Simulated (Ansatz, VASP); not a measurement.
# Two plane-wave programs on PtCl4

INCAR

```
PREC = Accurate
ENCUT = 600
EDIFF = 1E-6
ISMEAR = 0
SIGMA = 0.1
LREAL = False
LASPH = True
NELM = 100
ALGO = Fast
ISIF = 3
LWAVE = False
LCHARG = False
GGA = PE
IBRION = 2
NSW = 100
EDIFFG = -0.01
```

Contents of KPOINTS:

```
Automatic mesh
0
Gamma
  8 8 8
```

The input POSCAR:

```
PtCl4
1.0
    4.8285072080      0.0000000000      0.0000000000
    0.0000000000      4.8285072080      0.0000000000
    0.0000000000      0.0000000000      4.8285072080
Pt Cl
1 4
Direct
    0.5000000000      0.5000000000      0.5000000000
    0.0000000000      0.0000000000      0.0000000000
    0.5000000000      0.5000000000      0.0000000000
    0.5000000000      0.0000000000      0.5000000000
    0.0000000000      0.5000000000      0.5000000000
```

Input for Ansatz:

```yaml
crystal:
  lattice:
    - [4.828507208, 0.0, 0.0]
    - [0.0, 4.828507208, 0.0]
    - [0.0, 0.0, 4.828507208]
  atoms:
    - { symbol: Pt, position: [0.5, 0.5, 0.5] }
    - { symbol: Cl, position: [0.0, 0.0, 0.0] }
    - { symbol: Cl, position: [0.5, 0.5, 0.0] }
    - { symbol: Cl, position: [0.5, 0.0, 0.5] }
    - { symbol: Cl, position: [0.0, 0.5, 0.5] }
basis:
  ecutwfc: 420
kpoints:
  mp_grid: { grid: [8, 8, 8] }
hamiltonian:
  xc: pbe
scf:
  occupations: { method: gaussian, width: 0.1 }
output:
  forces: true
  stress: true
  eigenvalues: true
relax:
  adjacent_minimum: "off"
  f_tol: 0.01
  max_steps: 80
  cell: { stress_tol: 0.05 }
```

Change from the starting cell: species swapped into the Mn4N type (Pm-3m, No. 221).

Alike in both runs: task relaxation of cell and atoms; functional PBE; k mesh 8 × 8 × 8; occupations gaussian, width 0.1 eV; no spin polarisation.

```csv
,VASP,Ansatz
version,VASP 6.6.1,Ansatz 0.2.0
potentials or method,"VASP PAW PBE potentials, release 64 (Pt, Cl)","scalar-relativistic, plane waves, PAW"
plane-wave cutoff (eV),600,420
valence electrons in the cell,38,46
```

```tsv
	VASP	Ansatz	Ansatz less VASP
gap on the k mesh at the Fermi level, each at its own relaxed structure (eV)	none	none	-
relaxed volume (Å³/atom)	22.67	22.69	+0.016
relaxed cell length with the largest relative difference (Å)	4.840	4.841	+0.0012
```

A gap of «none» marks a metal or a gap that the smearing closes. The two sets of potentials don't hold the same shells in valence.

The runs have no spin-orbit coupling, so splittings on Pt are missing.
